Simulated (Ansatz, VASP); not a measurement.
**One calculation of FeNiC4, two programs**

INCAR

```
PREC = Accurate
ENCUT = 520
EDIFF = 1E-6
ISMEAR = 0
SIGMA = 0.1
LREAL = F
LASPH = T
NELM = 150
ALGO = Normal
ISIF = 2
LWAVE = F
LCHARG = T
ISPIN = 2
MAGMOM = 4 2 0 0 0 0
LORBIT = 11
LMAXMIX = 4
GGA = PE
LELF = T
LVHAR = T
NBANDS = 30
```

KPOINTS

```
Automatic mesh
0
Gamma
  6 6 6
```

File POSCAR:

```
FeNiC4
1.0
    0.0000000000      2.8857264868      2.8857264868
    2.8857264868      0.0000000000      2.8857264868
    2.8857264868      2.8857264868      0.0000000000
Fe Ni C
1 1 4
Direct
    0.0000000000      0.0000000000      0.0000000000
    0.7500000000      0.7500000000      0.7500000000
    0.3750000000      0.8750000000      0.3750000000
    0.3750000000      0.3750000000      0.8750000000
    0.3750000000      0.3750000000      0.3750000000
    0.8750000000      0.3750000000      0.3750000000
```

Input for Ansatz:

```yaml
crystal:
  lattice:
    - [0.0, 2.8857264868, 2.8857264868]
    - [2.8857264868, 0.0, 2.8857264868]
    - [2.8857264868, 2.8857264868, 0.0]
  atoms:
    - { symbol: Fe, position: [0.0, 0.0, 0.0], spin: 4.0 }
    - { symbol: Ni, position: [0.75, 0.75, 0.75], spin: 2.0 }
    - { symbol: C, position: [0.375, 0.875, 0.375] }
    - { symbol: C, position: [0.375, 0.375, 0.875] }
    - { symbol: C, position: [0.375, 0.375, 0.375] }
    - { symbol: C, position: [0.875, 0.375, 0.375] }
basis:
  ecutwfc: 420
kpoints:
  mp_grid: { grid: [6, 6, 6] }
hamiltonian:
  xc: pbe
scf:
  occupations: { method: gaussian, width: 0.1 }
  lower_state_search: "off"
output:
  forces: true
  stress: true
  eigenvalues: true
  populations: true
magnetization:
  spin_polarized: true
```

Alike in both runs: task single point; functional PBE; k mesh 6 × 6 × 6; occupations gaussian, width 0.1 eV; collinear spin.

|  | VASP | Ansatz |
| --- | --- | --- |
| version | VASP 6.6.1 | Ansatz 0.2.0 |
| potentials or method | VASP PAW PBE potentials, release 64 (Fe, Ni, C) | scalar-relativistic, plane waves, PAW |
| plane-wave cutoff (eV) | 520 | 420 |
| valence electrons in the cell | 34 | 50 |

```tsv
	VASP	Ansatz	Ansatz less VASP
gap on the k mesh at the Fermi level (eV)	none	none	-
pressure (GPa)	0.9	0.9	-0.05
rms of the force components (eV/Å)	0.129	0.130	+0.0002
net moment per atom (μB)	0.42	0.42	+0.001
size of the moment on the site where the two differ most (μB)	2.52	2.50	-0.019
```

Site moments also hang on the region over which each program counts them. A gap of «none» marks a metal or a gap that the smearing closes. The two sets of potentials don't hold the same shells in valence.
